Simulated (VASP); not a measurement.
These are PBE GGA, VASP's PBE PAW potentials (set 64) (plane waves; VASP) values and carry that method's errors.

The input files of a VASP run:

KPOINTS:
```
K-points
0
G
 11 11 11
0 0 0
```

**INCAR**
```
SIGMA  =  0.1   ! width (eV)
NELM  =  100   ! most electronic steps
ISIF  =  3
IBRION  =  2   ! conjugate gradients
LREAL  =  .FALSE.   ! projection in real space or not
LCHARG  =  .FALSE.
GGA  =  PE   ! PBE
LWAVE  =  .FALSE.
ENCUT  =  400
ALGO  =  Normal   ! blocked Davidson
SYSTEM  =  Al
EDIFF  =  1E-6   ! SCF stop (eV)
ISMEAR  =  1   ! Methfessel-Paxton
NSW  =  40   ! most ionic steps
LASPH  =  .TRUE.
EDIFFG  =  -0.01   ! ionic stop
PREC  =  Accurate
```

**POSCAR**
```
Al
1
    0.0000000000     2.0655000000     2.0655000000
    2.0655000000     0.0000000000     2.0655000000
    2.0655000000     2.0655000000     0.0000000000
Al
1
Direct
 -0.0169450496   0.0169450496   0.0411522634
```

POTCAR, in this order: Al (PBE.64 set). Program: vasp_std.

The run wrote:

**OUTCAR**
```
 ion  position               nearest neighbor table
   1  0.983  0.017  0.041-
  LATTYP: Found a face centered cubic cell.
 ALAT       =     4.1310000000
 Subroutine PRICEL returns:
 Original cell was already a primitive cell.
 Subroutine GETGRP returns: Found 48 space group operations
The static configuration has the point symmetry C_1h.
 The point group associated with its full space group is O_h .
The dynamic configuration has the point symmetry C_1h.
 Subroutine INISYM returns: Found 48 space group operations
 Subroutine IBZKPT returns following result:
 Found     56 irreducible k-points:

 Following reciprocal coordinates:
            Coordinates               Weight
  0.000000  0.000000  0.000000      1.000000
  0.090909  0.000000  0.000000      8.000000
  0.181818  0.000000  0.000000      8.000000
  0.272727  0.000000  0.000000      8.000000
  0.363636  0.000000  0.000000      8.000000
  0.454545  0.000000  0.000000      8.000000
  0.090909  0.090909  0.000000      6.000000
  0.181818  0.090909  0.000000     24.000000
  0.272727  0.090909  0.000000     24.000000
  0.363636  0.090909  0.000000     24.000000
  0.454545  0.090909  0.000000     24.000000
 -0.454545  0.090909  0.000000     24.000000
 -0.363636  0.090909  0.000000     24.000000
 -0.272727  0.090909  0.000000     24.000000
 -0.181818  0.090909  0.000000     24.000000
 -0.090909  0.090909  0.000000     12.000000
  0.181818  0.181818  0.000000      6.000000
  0.272727  0.181818  0.000000     24.000000
  0.363636  0.181818  0.000000     24.000000
  0.454545  0.181818  0.000000     24.000000
 -0.454545  0.181818  0.000000     24.000000
 -0.363636  0.181818  0.000000     24.000000
 -0.272727  0.181818  0.000000     24.000000
 -0.181818  0.181818  0.000000     12.000000
  0.272727  0.272727  0.000000      6.000000
  0.363636  0.272727  0.000000     24.000000
  0.454545  0.272727  0.000000     24.000000
 -0.454545  0.272727  0.000000     24.000000
 -0.363636  0.272727  0.000000     24.000000
 -0.272727  0.272727  0.000000     12.000000
  0.363636  0.363636  0.000000      6.000000
  0.454545  0.363636  0.000000     24.000000
 -0.454545  0.363636  0.000000     24.000000
 -0.363636  0.363636  0.000000     12.000000
  0.454545  0.454545  0.000000      6.000000
 -0.454545  0.454545  0.000000     12.000000
  0.272727  0.181818  0.090909     24.000000
  0.363636  0.181818  0.090909     48.000000
  0.454545  0.181818  0.090909     48.000000
 -0.454545  0.181818  0.090909     48.000000
   k-points           NKPTS =     56   k-points in BZ     NKDIM =     56   number of bands    NBANDS=      5
   number of dos      NEDOS =    301   number of ions     NIONS =      1
   total plane-waves  NPLWV =   8000
   dimension x,y,z NGX =    20 NGY =   20 NGZ =   20
   dimension x,y,z NGXF=    40 NGYF=   40 NGZF=   40
   ions per type =               1
   PREC   = accura    normal or accurate (medium, high low for compatibility)
   ISTART =      0    job   : 0-new  1-cont  2-samecut
   ICHARG =      2    charge: 1-file 2-atom 10-const
   ISPIN  =      1    spin polarized calculation?
   LNONCOLLINEAR =      F non collinear calculations
   LSORBIT =      F    spin-orbit coupling
   INIWAV =      1    electr: 0-lowe 1-rand  2-diag
   ENCUT  =  400.0 eV  29.40 Ry    5.42 a.u.   4.76  4.76  4.76*2*pi/ulx,y,z
   NELM   =    100;   NELMIN=  2; NELMDL= -5     # of ELM steps
   EDIFF  = 0.1E-05   stopping-criterion for ELM
   LREAL  =      F    real-space projection
   NLSPLINE    = F    spline interpolate recip. space projectors
   LMAXMIX     =    2 max onsite mixed and CHGCAR
...
```

OSZICAR:
```
       N       E                     dE             d eps       ncg     rms          rms(c)
DAV:   1    -0.205810448438E+01   -0.20581E+01   -0.66690E+02   660   0.236E+02
DAV:   2    -0.374747396175E+01   -0.16894E+01   -0.14621E+01   745   0.271E+01
DAV:   3    -0.375810008575E+01   -0.10626E-01   -0.10621E-01   750   0.248E+00
DAV:   4    -0.375814140074E+01   -0.41315E-04   -0.41314E-04   750   0.154E-01
DAV:   5    -0.375814161407E+01   -0.21334E-06   -0.21343E-06   770   0.862E-03    0.120E+00
DAV:   6    -0.374567665371E+01    0.12465E-01   -0.19700E-03   640   0.331E-01    0.699E-01
DAV:   7    -0.373658131194E+01    0.90953E-02   -0.58729E-03   675   0.533E-01    0.136E-01
DAV:   8    -0.373657573089E+01    0.55811E-05   -0.27264E-05   675   0.546E-02    0.806E-03
DAV:   9    -0.373657455873E+01    0.11722E-05   -0.10605E-06   670   0.672E-03    0.130E-03
DAV:  10    -0.373657410903E+01    0.44970E-06   -0.78760E-09   360   0.863E-04
   1 F= -.37365741E+01 E0= -.37361170E+01  d E =-.373657E+01
       N       E                     dE             d eps       ncg     rms          rms(c)
DAV:   1    -0.375526374040E+01   -0.18689E-01   -0.27725E-01   705   0.331E+00    0.440E-01
DAV:   2    -0.375408699270E+01    0.11767E-02   -0.17137E-03   620   0.353E-01    0.161E-01
DAV:   3    -0.375327873926E+01    0.80825E-03   -0.26491E-04   665   0.100E-01    0.525E-02
DAV:   4    -0.375321844311E+01    0.60296E-04   -0.28110E-05   705   0.319E-02    0.321E-02
DAV:   5    -0.375321880847E+01   -0.36537E-06   -0.26654E-07   425   0.540E-03
   2 F= -.37532188E+01 E0= -.37527792E+01  d E =-.166447E-01
       N       E                     dE             d eps       ncg     rms          rms(c)
DAV:   1    -0.375341389840E+01   -0.19546E-03   -0.20786E-03   700   0.285E-01    0.378E-02
DAV:   2    -0.375340414241E+01    0.97560E-05   -0.13096E-05   610   0.309E-02    0.142E-02
DAV:   3    -0.375339708133E+01    0.70611E-05   -0.20123E-06   655   0.866E-03    0.432E-03
DAV:   4    -0.375339638063E+01    0.70070E-06   -0.17036E-07   315   0.255E-03
   3 F= -.37533964E+01 E0= -.37529463E+01  d E =-.168223E-01
```

OUTCAR:
```
------------------------ aborting loop because EDIFF is reached ----------------------------------------
  FORCE on cell =-STRESS in cart. coord.  units (eV):
  Direction    XX          YY          ZZ          XY          YZ          ZX
  --------------------------------------------------------------------------------------
  Total        0.0009023      0.0009023      0.0009023     -0.0000000     -0.0000000      0.0000000
  in kB        0.0876302      0.0876302      0.0876302     -0.0000000     -0.0000000      0.0000000
  external PRESSURE =       0.0876302 kB  Pullay stress =       0.0000000 kB
  volume of cell :       16.50
      direct lattice vectors                 reciprocal lattice vectors
     0.000000000  2.020511376  2.020511376    -0.247462106  0.247462106  0.247462106
     2.020511376  0.000000000  2.020511376     0.247462106 -0.247462106  0.247462106
     2.020511376  2.020511376 -0.000000000     0.247462106  0.247462106 -0.247462106
 POSITION                                       TOTAL-FORCE (eV/Angst)
 -----------------------------------------------------------------------------------
      0.11739      2.06942      2.02051         0.000000      0.000000     -0.000000
 -----------------------------------------------------------------------------------
    total drift:                               -0.000002      0.000000      0.000000
  FREE ENERGIE OF THE ION-ELECTRON SYSTEM (eV)
  ---------------------------------------------------
  free  energy   TOTEN  =        -3.7533963806 eV

  energy  without entropy=       -3.7520461712  energy(sigma->0) =       -3.75294631

 reached required accuracy - stopping structural energy minimisation
```
(Selected blocks of OUTCAR.)

### CONTCAR
```
Al
   1.00000000000000
     0.0000000000000000    2.0205113758127879    2.0205113758127879
     2.0205113758127879    0.0000000000000000    2.0205113758127879
     2.0205113758127879    2.0205113758127879   -0.0000000000000000
  Al
     1
Direct
     0.9830549504000032    0.0169450495999968    0.0411522634000008
```

Energy and stress use the plane-wave basis of the starting cell.

The compound is Al in the fcc structure. This run relaxes it. Symmetry was kept, so distortions that lower it aren't found.
